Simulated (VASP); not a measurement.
# WS2: energy against strain

WS2 (2H layered, P6_3/mmc, 17.956 Å³/atom and stress up to 0.02 GPa in the relaxed cell, c along z) under an equal strain ε along x and y, with z held. PBEsol in VASP (plane waves, PAW), 480 eV, 12×12×4 Γ-centred mesh, Gaussian smearing 0.05 eV; ions are relaxed, or left where forces stay under 0.02 eV/Å, within the symmetry of each cell.

Here s stands for strain and y for E less E0.

| strain (%) | E less E0 (meV/atom) |
|---|---|
| -3.00 | ? |
| -1.50 | 8.18 |
| -1.00 | 3.69 |
| -0.50 | 0.98 |
| 0.00 | 0.00 |
| 0.50 | 0.68 |
| 1.00 | 2.99 |
| 1.50 | 6.85 |

### Question
Using a parabola, estimate the missing y at s = -3.00 from the other rows, showing the fit.

### Answer
Least squares gives y = -0.003 - 0.4064·s + 3.3414·s². Residuals (row less fit): 0.055, -0.055, -0.056, 0.003, 0.051, 0.058, -0.056; standard error 0.067 (degrees of freedom: 4). Twice the quadratic coefficient over the volume, 2 × 3.3414 meV × 10⁴ × 0.1602 / 17.956 Å³, is the elastic constants 2(C11 + C12) = 596 ± 5 GPa (± standard error of the fit, which holds the terms cut off). At the withheld row, y = -0.003 - 0.4064 × (-3.0) + 3.3414 × (-3.0)² = 31.289 meV/atom. The calculation gives 32.91 meV/atom, 1.621 meV/atom above the prediction (4.9 % of the range of y in the table). The row lies outside the fitted rows, so this is an extrapolation. From the scatter of the fitted rows alone, a prediction at this place has a standard error of 0.258 meV/atom, so the miss is 6.3 times that.

A polynomial of degree 3 through the 12 other runs of the series gives 32.85 there, so most of the miss is curvature that the fit leaves out. Spin-orbit coupling is left out, which can shift these values for the heavy elements here. For WS2: without a dispersion term in the relaxation, distances and binding between the weakly bound layers, chains or molecules are unreliable, and so is what depends on them. Rows are the converged runs of the series near zero and its far end, less any whose ions stayed unrelaxed beside relaxed ones; series whose fitted rows scatter by over a few per cent of the range, as at a crossing or softening among them, aren't shown in this form. Most that stay on the fit to the last digits aren't either.
